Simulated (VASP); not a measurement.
Calculation: PBE GGA, VASP's PBE PAW potentials (set 64) (plane waves; VASP).

Input for VASP

**KPOINTS**
```
Automatic
0
Gamma
  4 4 4
0 0 0
```

**POSCAR**
```
CsPbCl3
1
    5.7308003804    -0.0000000000     0.0000000000
    0.0000000000     5.7308003804     0.0000000000
   -0.0000000000    -0.0000000000     5.7308003804
Cs Pb Cl
1 1 3
Direct
  0.0000000000   0.0000000000   0.0000000000
  0.5000000000   0.5000000000   0.5000000000
  0.5000000000   0.0000000000   0.5000000000
  0.0000000000   0.5000000000   0.5000000000
  0.5000000000   0.5000000000   0.0000000000
```

**INCAR**
```
SYSTEM=CsPbCl3
ENCUT=400   # plane-wave cut-off (eV)
ALGO=Normal   # blocked Davidson
LWAVE=.False.
NSW=1   # most ionic steps
IBRION=8   # DFPT with symmetry
LMAXMIX=4
EDIFF=1E-8   # SCF stop (eV)
LASPH=.True.
NELM=100
SIGMA=0.01
GGA=PE   # PBE
PREC=Accurate
LREAL=.False.   # projection in real space or not
ISMEAR=0
LCHARG=.False.
LEPSILON=.True.
```

POTCAR, in this order: Cs_sv Pb_d Cl (PBE.64 set). Program: vasp_std.

Output of the run:

**OSZICAR**
```
...
  Degree of freedom:   1/  4
       N       E                     dE             d eps       ncg     rms          rms(c)
RMM:   1    -0.192140956011E+00   -0.19214E+00    0.88311E-02  1742   0.917E-01
RMM:   2    -0.194391911848E+00   -0.22510E-02   -0.41111E-03  1566   0.218E-01    0.221E-02
RMM:   3    -0.194639453431E+00   -0.24754E-03   -0.44355E-04  1573   0.779E-02    0.780E-03
RMM:   4    -0.194693705253E+00   -0.54252E-04   -0.47529E-05  1612   0.267E-02    0.415E-03
RMM:   5    -0.194737490245E+00   -0.43785E-04   -0.50309E-06  1572   0.104E-02    0.143E-03
RMM:   6    -0.194747557927E+00   -0.10068E-04   -0.10050E-06  1641   0.457E-03    0.656E-04
RMM:   7    -0.194736428947E+00    0.11129E-04   -0.18398E-07  1616   0.197E-03    0.278E-04
RMM:   8    -0.194741055108E+00   -0.46262E-05   -0.38385E-08  1553   0.849E-04    0.911E-05
RMM:   9    -0.194740012389E+00    0.10427E-05   -0.62000E-09  1707   0.404E-04    0.275E-05
RMM:  10    -0.194740116411E+00   -0.10402E-06   -0.70376E-09  1578   0.189E-04    0.143E-05
RMM:  11    -0.194739996954E+00    0.11946E-06   -0.14708E-09  1692   0.128E-04    0.450E-06
RMM:  12    -0.194739980517E+00    0.16436E-07   -0.30162E-09  1624   0.957E-05    0.133E-06
RMM:  13    -0.194739974657E+00    0.58607E-08   -0.20763E-09  1535   0.837E-05    0.703E-07
 Linear response progress:
  Degree of freedom:   2/  4
       N       E                     dE             d eps       ncg     rms          rms(c)
RMM:   1    -0.340487662966E+00   -0.34049E+00   -0.23694E-01  1418   0.378E+00
RMM:   2    -0.342050421717E+00   -0.15628E-02   -0.98911E-03  1406   0.672E-01    0.919E-02
RMM:   3    -0.341704534165E+00    0.34589E-03   -0.64390E-04  1503   0.165E-01    0.629E-02
RMM:   4    -0.341159906594E+00    0.54463E-03   -0.89886E-05  1460   0.608E-02    0.701E-03
RMM:   5    -0.341147328605E+00    0.12578E-04   -0.11308E-05  1571   0.207E-02    0.404E-03
RMM:   6    -0.341202984680E+00   -0.55656E-04   -0.36356E-06  1554   0.105E-02    0.160E-03
RMM:   7    -0.341205719140E+00   -0.27345E-05   -0.51539E-07  1536   0.358E-03    0.824E-04
RMM:   8    -0.341211650284E+00   -0.59311E-05   -0.25506E-07  1602   0.215E-03    0.252E-04
RMM:   9    -0.341210600584E+00    0.10497E-05   -0.56880E-08  1495   0.908E-04    0.125E-04
RMM:  10    -0.341210894424E+00   -0.29384E-06   -0.35631E-08  1650   0.508E-04    0.330E-05
RMM:  11    -0.341210669668E+00    0.22476E-06   -0.26344E-08  1595   0.305E-04    0.394E-05
RMM:  12    -0.341210728745E+00   -0.59077E-07   -0.44930E-08  1630   0.214E-04    0.884E-06
RMM:  13    -0.341210737609E+00   -0.88635E-08   -0.24704E-08  1714   0.161E-04    0.557E-06
 Linear response progress:
  Degree of freedom:   3/  4
       N       E                     dE             d eps       ncg     rms          rms(c)
RMM:   1    -0.203796504447E+00   -0.20380E+00   -0.14857E-03  2570   0.177E+00
RMM:   2    -0.202323167271E+00    0.14733E-02   -0.97759E-03  2198   0.422E-01    0.538E-02
RMM:   3    -0.202682667582E+00   -0.35950E-03   -0.14861E-03  2417   0.190E-01    0.252E-02
RMM:   4    -0.202996378766E+00   -0.31371E-03   -0.12132E-04  2226   0.507E-02    0.160E-02
RMM:   5    -0.203262571295E+00   -0.26619E-03   -0.44029E-05  2240   0.257E-02    0.832E-03
RMM:   6    -0.203176106794E+00    0.86465E-04   -0.68012E-06  2231   0.120E-02    0.198E-03
RMM:   7    -0.203203598463E+00   -0.27492E-04   -0.11260E-06  2319   0.511E-03    0.109E-03
RMM:   8    -0.203209558441E+00   -0.59600E-05   -0.39766E-07  2232   0.236E-03    0.273E-04
RMM:   9    -0.203212126209E+00   -0.25678E-05   -0.20364E-07  2346   0.126E-03    0.192E-04
RMM:  10    -0.203211442413E+00    0.68380E-06   -0.16035E-07  2433   0.581E-04    0.502E-05
RMM:  11    -0.203210753911E+00    0.68850E-06    0.12227E-07  2460   0.372E-04    0.149E-05
RMM:  12    -0.203210810113E+00   -0.56203E-07   -0.42421E-07  2588   0.285E-04    0.761E-06
RMM:  13    -0.203210885955E+00   -0.75841E-07    0.88036E-09  2543   0.253E-04    0.738E-06
RMM:  14    -0.203210928292E+00   -0.42338E-07    0.85182E-07  2454   0.241E-04    0.215E-06
RMM:  15    -0.203210942289E+00   -0.13996E-07    0.90653E-07  2521   0.235E-04    0.480E-07
RMM:  16    -0.203210947160E+00   -0.48709E-08    0.91588E-07  2166   0.232E-04    0.478E-07
RMM:  17    -0.203210946261E+00    0.89926E-09    0.91406E-07  2042   0.231E-04    0.315E-07
RMM:  18    -0.203210946593E+00   -0.33233E-09    0.93392E-07  1971   0.231E-04    0.349E-07
RMM:  19    -0.203210946057E+00    0.53544E-09    0.93022E-07  1923   0.231E-04    0.235E-07
RMM:  20    -0.203210945362E+00    0.69504E-09    0.94404E-07  1922   0.231E-04    0.275E-07
RMM:  21    -0.203210944542E+00    0.82041E-09    0.95190E-07  1968   0.231E-04    0.125E-07
RMM:  22    -0.203210943819E+00    0.72329E-09    0.95650E-07  1924   0.231E-04    0.166E-07
RMM:  23    -0.203210943486E+00    0.33301E-09    0.95794E-07  1915   0.231E-04    0.924E-08
 Linear response progress:
  Degree of freedom:   4/  4
       N       E                     dE             d eps       ncg     rms          rms(c)
RMM:   1    -0.207282155824E+00   -0.20728E+00   -0.47092E-04  1770   0.187E+00
RMM:   2    -0.202894812029E+00    0.43873E-02   -0.46213E-03  1477   0.490E-01    0.142E-01
RMM:   3    -0.203731130420E+00   -0.83632E-03   -0.77343E-04  1495   0.162E-01    0.635E-02
RMM:   4    -0.204424315731E+00   -0.69319E-03   -0.25655E-04  1473   0.833E-02    0.127E-02
RMM:   5    -0.204436282185E+00   -0.11966E-04   -0.18516E-05  1612   0.248E-02    0.877E-03
RMM:   6    -0.204447719466E+00   -0.11437E-04   -0.61188E-06  1480   0.127E-02    0.220E-03
RMM:   7    -0.204480147200E+00   -0.32428E-04   -0.12612E-06  1520   0.520E-03    0.177E-03
RMM:   8    -0.204486253048E+00   -0.61058E-05   -0.49545E-07  1581   0.283E-03    0.383E-04
RMM:   9    -0.204485419991E+00    0.83306E-06   -0.18262E-07  1629   0.107E-03    0.291E-04
RMM:  10    -0.204485034727E+00    0.38526E-06   -0.17263E-07  1613   0.635E-04    0.478E-05
RMM:  11    -0.204484876880E+00    0.15785E-06   -0.12899E-07  1687   0.396E-04    0.412E-05
RMM:  12    -0.204485043395E+00   -0.16651E-06   -0.42195E-07  1723   0.315E-04    0.896E-06
RMM:  13    -0.204485058905E+00   -0.15510E-07   -0.28341E-07  1685   0.275E-04    0.477E-06
RMM:  14    -0.204485011726E+00    0.47179E-07   -0.12971E-06  1671   0.264E-04    0.138E-06
RMM:  15    -0.204485020119E+00   -0.83934E-08   -0.67882E-07  1646   0.258E-04    0.175E-06
RMM:  16    -0.204485027148E+00   -0.70287E-08   -0.45149E-07  1516   0.256E-04    0.846E-07
RMM:  17    -0.204485026835E+00    0.31277E-09   -0.63823E-07  1309   0.254E-04    0.754E-07
RMM:  18    -0.204485026939E+00   -0.10328E-09   -0.61564E-07  1353   0.254E-04    0.550E-07
RMM:  19    -0.204485027687E+00   -0.74809E-09   -0.76815E-07  1336   0.254E-04    0.460E-07
RMM:  20    -0.204485029043E+00   -0.13566E-08   -0.63598E-07  1318   0.254E-04    0.491E-07
RMM:  21    -0.204485029008E+00    0.35075E-10   -0.74767E-07  1288   0.254E-04    0.303E-07
RMM:  22    -0.204485029463E+00   -0.45460E-09   -0.69928E-07  1285   0.254E-04    0.414E-07
RMM:  23    -0.204485029549E+00   -0.86092E-10   -0.73531E-07  1298   0.254E-04    0.286E-07
RMM:  24    -0.204485029832E+00   -0.28300E-09   -0.76464E-07  1289   0.254E-04    0.354E-07
RMM:  25    -0.204485029557E+00    0.27504E-09   -0.75479E-07  1282   0.254E-04    0.309E-07
RMM:  26    -0.204485029852E+00   -0.29549E-09   -0.80023E-07  1278   0.254E-04    0.388E-07
RMM:  27    -0.204485029742E+00    0.11012E-09   -0.74362E-07  1271   0.254E-04    0.325E-07
RMM:  28    -0.204485029680E+00    0.62584E-10   -0.79402E-07  1275   0.254E-04    0.393E-07
RMM:  29    -0.204485029575E+00    0.10439E-09   -0.72242E-07  1265   0.254E-04    0.351E-07
 Linear response finished
```

### OUTCAR
```
------------------------ aborting loop because EDIFF is reached ----------------------------------------

 HEAD OF MICROSCOPIC STATIC DIELECTRIC TENSOR (INDEPENDENT PARTICLE, excluding Hartree and local field effects)
 ------------------------------------------------------
           4.469448     0.000000     0.000000
          -0.000000     4.469448     0.000000
          -0.000000    -0.000000     4.469448
 ------------------------------------------------------

 MACROSCOPIC STATIC DIELECTRIC TENSOR (including local field effects in DFT)
 ------------------------------------------------------
           4.147272    -0.000000     0.000000
          -0.000000     4.147272     0.000000
          -0.000000    -0.000000     4.147272
 ------------------------------------------------------

 PIEZOELECTRIC TENSOR (including local field effects)  for field in x, y, z        (e  Angst)
          XX          YY          ZZ          XY          YZ          ZX
  --------------------------------------------------------------------------------
  x     0.00000     0.00000     0.00000     0.00000     0.00000     0.00000
  y     0.00000     0.00000     0.00000     0.00000     0.00000     0.00000
  z     0.00000     0.00000     0.00000     0.00000     0.00000     0.00000

 PIEZOELECTRIC TENSOR (including local field effects)  for field in x, y, z        (C/m^2)
          XX          YY          ZZ          XY          YZ          ZX
  --------------------------------------------------------------------------------
  x     0.00000     0.00000     0.00000     0.00000     0.00000     0.00000
  y     0.00000     0.00000     0.00000     0.00000     0.00000     0.00000
  z     0.00000     0.00000     0.00000     0.00000     0.00000     0.00000

 BORN EFFECTIVE CHARGES (including local field effects) (in |e|, cummulative output)
 ---------------------------------------------------------------------------------
 ion    1
    1     1.39274    -0.00000     0.00000
    2    -0.00000     1.39274     0.00000
    3     0.00000    -0.00000     1.39274
 ion    2
    1     3.93642     0.00000    -0.00000
    2     0.00000     3.93642     0.00000
    3    -0.00000    -0.00000     3.93642
 ion    3
    1    -0.59671     0.00000    -0.00000
    2    -0.00000    -4.13575     0.00000
    3     0.00000     0.00000    -0.59671
 ion    4
    1    -4.13575     0.00000     0.00000
    2     0.00000    -0.59671    -0.00000
    3     0.00000    -0.00000    -0.59671
 ion    5
    1    -0.59671     0.00000    -0.00000
    2     0.00000    -0.59671     0.00000
    3     0.00000    -0.00000    -4.13575

   1 f  =    3.254704 THz    20.449908 2PiTHz  108.565239 cm-1    13.460368 meV
             X         Y         Z           dx          dy          dz
      0.000000  0.000000  0.000000     0.023749    0.014693    0.000000
      2.865400  2.865400  2.865400     0.257940    0.159583    0.000000
      2.865400  0.000000  2.865400     0.067593   -0.497626    0.000000
      0.000000  2.865400  2.865400    -0.804334    0.041818    0.000000
      2.865400  2.865400  0.000000     0.067593    0.041818    0.000000

   2 f  =    3.254704 THz    20.449908 2PiTHz  108.565239 cm-1    13.460368 meV
             X         Y         Z           dx          dy          dz
      0.000000  0.000000  0.000000     0.000000   -0.000000   -0.027927
      2.865400  2.865400  2.865400     0.000000   -0.000000   -0.303315
      2.865400  0.000000  2.865400     0.000000    0.000000   -0.079483
      0.000000  2.865400  2.865400    -0.000000   -0.000000   -0.079483
      2.865400  2.865400  0.000000     0.000000   -0.000000    0.945825

   3 f  =    3.254704 THz    20.449908 2PiTHz  108.565239 cm-1    13.460368 meV
             X         Y         Z           dx          dy          dz
      0.000000  0.000000  0.000000    -0.014693    0.023749    0.000000
      2.865400  2.865400  2.865400    -0.159583    0.257940    0.000000
      2.865400  0.000000  2.865400    -0.041818   -0.804334    0.000000
      0.000000  2.865400  2.865400     0.497626    0.067593    0.000000
      2.865400  2.865400  0.000000    -0.041818    0.067593    0.000000

   4 f  =    1.540670 THz     9.680317 2PiTHz   51.391227 cm-1     6.371697 meV
             X         Y         Z           dx          dy          dz
      0.000000  0.000000  0.000000    -0.004486    0.006355   -0.311410
      2.865400  2.865400  2.865400     0.008947   -0.012677    0.621133
      2.865400  0.000000  2.865400    -0.007242   -0.002153   -0.502724
      0.000000  2.865400  2.865400     0.001520    0.010260   -0.502724
      2.865400  2.865400  0.000000    -0.007242    0.010260    0.105502

   5 f  =    1.540670 THz     9.680317 2PiTHz   51.391227 cm-1     6.371697 meV
             X         Y         Z           dx          dy          dz
      0.000000  0.000000  0.000000    -0.311133   -0.014674    0.004182
      2.865400  2.865400  2.865400     0.620581    0.029269   -0.008342
      2.865400  0.000000  2.865400    -0.502277    0.004971    0.006752
      0.000000  2.865400  2.865400     0.105408   -0.023689    0.006752
      2.865400  2.865400  0.000000    -0.502277   -0.023689   -0.001417

   6 f  =    1.540670 THz     9.680317 2PiTHz   51.391227 cm-1     6.371697 meV
             X         Y         Z           dx          dy          dz
      0.000000  0.000000  0.000000    -0.014584    0.311096    0.006559
      2.865400  2.865400  2.865400     0.029089   -0.620508   -0.013083
      2.865400  0.000000  2.865400    -0.023544   -0.105395    0.010589
      0.000000  2.865400  2.865400     0.004941    0.502218    0.010589
      2.865400  2.865400  0.000000    -0.023544    0.502218   -0.002222

   7 f  =    0.620212 THz     3.896908 2PiTHz   20.688053 cm-1     2.564990 meV
             X         Y         Z           dx          dy          dz
      0.000000  0.000000  0.000000     0.000000   -0.000000   -0.000000
      2.865400  2.865400  2.865400     0.000000    0.000000    0.000000
      2.865400  0.000000  2.865400    -0.695499    0.000000    0.101105
      0.000000  2.865400  2.865400     0.000000   -0.077839   -0.101105
      2.865400  2.865400  0.000000     0.695499    0.077839    0.000000

   8 f  =    0.620212 THz     3.896908 2PiTHz   20.688053 cm-1     2.564990 meV
...
```
(Selected blocks of OUTCAR.)

The dielectric response may not be converged in the k-mesh; for small gaps it tends to come out too large.

The compound is CsPbCl3 in the cubic perovskite structure, the ideal cubic form; the compound distorts at low or room temperature. It was relaxed first, which changed the volume by +7 %.
